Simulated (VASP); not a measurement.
# How biaxial strain in the (111) plane changes Pd

How do stress and energy of Pd follow biaxial strain in the (111) plane?

Main program and level: VASP 6.6.1; r2SCAN; plane waves and PAW (Pd), in the first sound run; inputs show where later runs differ.

## 1. Starting point

Symmetry: Fm-3m, No. 225, cubic system. Conventional cell: a = 3.890 Å, b = 3.890 Å, c = 3.890 Å, α = 90.00°, β = 90.00°, γ = 90.00°. Pd has 12 Pd at 2.75 Å nearest.

As a file:

```
Pd
1.0
     0.00000    1.94500    1.94500
     1.94500    0.00000    1.94500
     1.94500    1.94500    0.00000
Pd
1
Direct
  0.00000 0.00000 0.00000
```

## 2. Relax the crystal, r2SCAN

The series starts from the cell that this level prefers, so that zero strain is near zero stress.

This step took 2 runs in a row; the last is shown.

Level: r2SCAN; plane waves and PAW (Pd).

INCAR reads:

```
SYSTEM = Pd
PREC = Accurate
ENCUT = 450
EDIFF = 1E-07
NELM = 120
ISMEAR = 1
SIGMA = 0.15
LREAL = .FALSE.
ALGO = Normal
METAGGA = R2SCAN
LASPH = .TRUE.
NBANDS = 11
LORBIT = 11
LWAVE = .FALSE.
LCHARG = .FALSE.
KPAR = 8
IBRION = 2
NSW = 40
ISIF = 3
EDIFFG = -0.005
POTIM = 0.4
```

POSCAR reads:

```
Pd
1.0
    0.0000000000      1.9559667799      1.9559667799
    1.9559667799      0.0000000000      1.9559667799
    1.9559667799      1.9559667799      0.0000000000
Pd
1
Direct
    0.0000000000      0.0000000000      0.0000000000
```

KPOINTS reads:

```
Automatic mesh
0
Gamma
26 26 26
0 0 0
```

Potentials, in the order of the species: Pd (PBE family, release 64).

Launch:

```bash
> mpirun -np 8 vasp_std
```

What it wrote:

```text
[banner, memory and clock lines left out]
running    8 mpi-ranks, on    1 nodes
[...]
|                                                                             |
|           W    W    AA    RRRRR   N    N  II  N    N   GGGG   !!!           |
|           W    W   A  A   R    R  NN   N  II  NN   N  G    G  !!!           |
|           W    W  A    A  R    R  N N  N  II  N N  N  G       !!!           |
|           W WW W  AAAAAA  RRRRR   N  N N  II  N  N N  G  GGG   !            |
|           WW  WW  A    A  R   R   N   NN  II  N   NN  G    G                |
|           W    W  A    A  R    R  N    N  II  N    N   GGGG   !!!           |
|                                                                             |
|     For optimal performance we recommend to set                             |
|       NCORE = 2 up to number-of-cores-per-socket                            |
|     NCORE specifies how many cores store one orbital (NPAR=cpu/NCORE).      |
|     This setting can greatly improve the performance of VASP for DFT.       |
[...]
|     You enforced a specific xc type in the INCAR file but a different       |
|     [... a line on the potential file left out ...]
|     I HOPE YOU KNOW WHAT YOU ARE DOING!                                     |
|                                                                             |

 LDA part: xc-table for (None), standard interpolation
 POSCAR, INCAR and KPOINTS ok, starting setup
[...]
entering main loop
       N       E                     dE             d eps       ncg     rms          rms(c)
DAV:   1     0.190332601686E+02    0.19033E+02   -0.47873E+03 11394   0.776E+02
DAV:   2    -0.255725320200E+02   -0.44606E+02   -0.43051E+02 12481   0.175E+02
DAV:   3    -0.260653287576E+02   -0.49280E+00   -0.49019E+00 13806   0.201E+01
DAV:   4    -0.260671845778E+02   -0.18558E-02   -0.18555E-02 13683   0.126E+00
[...]
DAV:  12    -0.229460575630E+02    0.10068E-05   -0.10620E-06 13677   0.108E-02    0.169E-03
DAV:  13    -0.229460572815E+02    0.28144E-06   -0.25329E-08  7821   0.134E-03    0.961E-04
DAV:  14    -0.229460572789E+02    0.26293E-08   -0.84932E-08  6014   0.246E-03
   1 F= -.22946057E+02 E0= -.22945357E+02  d E =-.229461E+02
[...]
reached required accuracy - stopping structural energy minimisation
```

Elapsed: 31 s, on 8 MPI ranks of Intel Xeon Platinum 8488C (Sapphire Rapids), shared host; peak memory 1.4 GiB.

The logs omit lines about the potential files and the build; timing stands in the text.

Parts of OUTCAR (step 2):

```text
  Total        0.0026481      0.0026481      0.0026481      0.0000000      0.0000000      0.0000000
  in kB        0.2834815      0.2834815      0.2834815      0.0000000      0.0000000      0.0000000
  external PRESSURE =       0.2834815 kB  Pullay stress =       0.0000000 kB

 POSITION                                       TOTAL-FORCE (eV/Angst)
 -----------------------------------------------------------------------------------
      0.00000      0.00000      0.00000         0.000000      0.000000      0.000000
 -----------------------------------------------------------------------------------
    total drift:                                0.000000     -0.000000     -0.000000

  FREE ENERGIE OF THE ION-ELECTRON SYSTEM (eV)
  ---------------------------------------------------
  free  energy   TOTEN  =       -22.9460572789 eV

  energy  without entropy=      -22.9439552562  energy(sigma->0) =      -22.94535660

 reached required accuracy - stopping structural energy minimisation

[... 3 further parts left out ...]
[key lines of the parts left out:]
E-fermi :   9.3528
```

Read from the output:

```
energy(sigma→0) of the program : -22.9454 eV
stress, compression positive   : 0.03 along [111], 0.03 across it (mean), GPa
volume                         : 14.966 Å³
ionic steps                    : 1
```

## 3. Strain along the normal, r2SCAN

One member in full: the plane is strained by 1.5 %, and the strain along the normal is moved by secant steps until the normal stress is under 0.012 GPa or five steps are spent; the atoms relax at each step.

This step took 3 runs, each at a new trial strain with the atoms of the one before; the last is shown.

Level: r2SCAN; plane waves and PAW (Pd).

INCAR: that of step 2 with these lines changed.

```diff
@@ -15,7 +15,7 @@
 LCHARG = .FALSE.
-KPAR = 8
-IBRION = 2
-NSW = 40
-ISIF = 3
-EDIFFG = -0.005
-POTIM = 0.4
+KPAR = 2
+IBRION = 1
+NSW = 25
+ISIF = 2
+EDIFFG = -0.004
+POTIM = 0.3
```

POSCAR reads:

```
Pd
1.0
   -0.0400969930      1.9452092890      1.9452092890
    1.9452092890     -0.0400969930      1.9452092890
    1.9452092890      1.9452092890     -0.0400969930
Pd
1
Direct
    0.0000000000      0.0000000000      0.0000000000
```

KPOINTS is that of step 2.

Launch:

```bash
> mpirun -np 2 vasp_std
```

What it wrote:

```text
[banner, memory and clock lines left out]
running    2 mpi-ranks, on    1 nodes
[...]
[... a notice as in an earlier step ...]

 LDA part: xc-table for (None), standard interpolation
 POSCAR, INCAR and KPOINTS ok, starting setup
[...]
entering main loop
       N       E                     dE             d eps       ncg     rms          rms(c)
DAV:   1     0.189859962853E+02    0.18986E+02   -0.47885E+03 36782   0.775E+02
DAV:   2    -0.255848611834E+02   -0.44571E+02   -0.43144E+02 40332   0.174E+02
DAV:   3    -0.260759836478E+02   -0.49112E+00   -0.48930E+00 44774   0.200E+01
DAV:   4    -0.260778457198E+02   -0.18621E-02   -0.18618E-02 44382   0.126E+00
[...]
DAV:  11    -0.229411943112E+02    0.15484E-04   -0.11204E-04 40222   0.804E-02    0.843E-03
DAV:  12    -0.229411934800E+02    0.83127E-06   -0.75701E-07 43741   0.775E-03    0.140E-03
DAV:  13    -0.229411933987E+02    0.81218E-07   -0.18939E-07 31299   0.388E-03
   1 F= -.22941193E+02 E0= -.22940584E+02  d E =-.229412E+02
 BRION: g(F)=  0.703E-62 g(S)=  0.000E+00
 reached required accuracy - stopping structural energy minimisation
```

The job ended after 5 min (2 MPI ranks; peak memory 0.62 GiB; 8.1 min of CPU time).

Parts of OUTCAR (step 3):

```text
  Total       -0.2148559     -0.2148559     -0.2148559      0.1072658      0.1072658      0.1072658
  in kB      -22.6832743    -22.6832743    -22.6832743     11.3245207     11.3245207     11.3245207
  external PRESSURE =     -22.6832743 kB  Pullay stress =       0.0000000 kB

 POSITION                                       TOTAL-FORCE (eV/Angst)
 -----------------------------------------------------------------------------------
      0.00000      0.00000      0.00000         0.000000     -0.000000     -0.000000
 -----------------------------------------------------------------------------------
    total drift:                                0.000000      0.000000      0.000000

  FREE ENERGIE OF THE ION-ELECTRON SYSTEM (eV)
  ---------------------------------------------------
  free  energy   TOTEN  =       -22.9411933987 eV

  energy  without entropy=      -22.9393662114  energy(sigma->0) =      -22.94058434

[... 1 part as in an earlier step ...]

[... 3 further parts left out ...]
[key lines of the parts left out:]
E-fermi :   9.1281
```

Numbers from this step:

| Quantity | Value |
| --- | --- |
| energy(sigma→0) of the program | -22.9406 eV |
| stress, compression positive | 0.00 along [111], -3.40 across it (mean), GPa |
| ionic steps | 1 |

## 4. The table

The other members went through these steps as far as the tables show, with the same cutoff and, step by step, the same mesh; 26 runs are not shown. The session took 4.5 core hours (wall time by ranks) on a shared machine.

```
in-plane strain (%)  strain along the normal (%)  in-plane stress, tension positive (GPa)  energy above the unstrained row, extrapolated to no smearing (meV/atom)
             -2.000                        2.238                                   -6.027                                                                   10.239
             -1.500                        1.689                                   -4.308                                                                    5.546
             -1.000                        1.125                                   -2.734                                                                    2.376
             -0.500                        0.567                                        ?                                                                        ?
                  0                        0.011                                   -0.011                                                                    0.000
              0.500                       -0.536                                    1.198                                                                    0.550
              1.000                       -1.069                                    2.337                                                                    2.147
              1.500                       -1.575                                    3.401                                                                    4.772
              2.000                       -2.074                                    4.421                                                                    8.367
```

## 5. A fit to the known rows

A least-squares parabola through the 8 rows shown, with e the strain in %: stress = − 0.1955 e² + 2.587 e − 0.01667 (GPa), r.m.s. residual 0.040 GPa.

At e = -0.5 this predicts -1.359 GPa.

## 6. Checking the prediction

The calculation gives -1.315 GPa, so the prediction is 0.044 GPa too low, within twice the residual of the fit.

Slopes at zero strain, from cubics through all rows: strain ratio -1.103, stress over strain 251 GPa.

## 7. What came out

```yaml
error_of_the_predicted_stress: -0.044 GPa
ratio_of_normal_to_in_plane_strain: -1.103
biaxial_modulus: 251 GPa
```

As a check, the curvature of the energy gives 241 GPa for the same modulus (energy per volume = M × strain²), 4 % from the slope of the stress; these energies are extrapolated to no smearing, while the stress belongs to the free energy, so part of the difference may come from that. These are static values: temperature and zero-point motion are left out. In a metal the slopes also depend on mesh and smearing, which were held through the series.

[Lines on the potential files, build, host, timing and source positions are cut from VASP's logs without a mark.]

[Logs are printed without paths, hosts, clocks, repeated set-up lines and the standing remarks that a program may print on its own settings, such as how far it seeks lower states.]

[Hosts, paths, dates, database ids (printed as entryN), source tags and the programs' standing remarks are cut or masked in the printed files.]

[In band tables of VASP the shares of atoms and orbitals are scaled to a sum of 1 inside the atoms' spheres.]
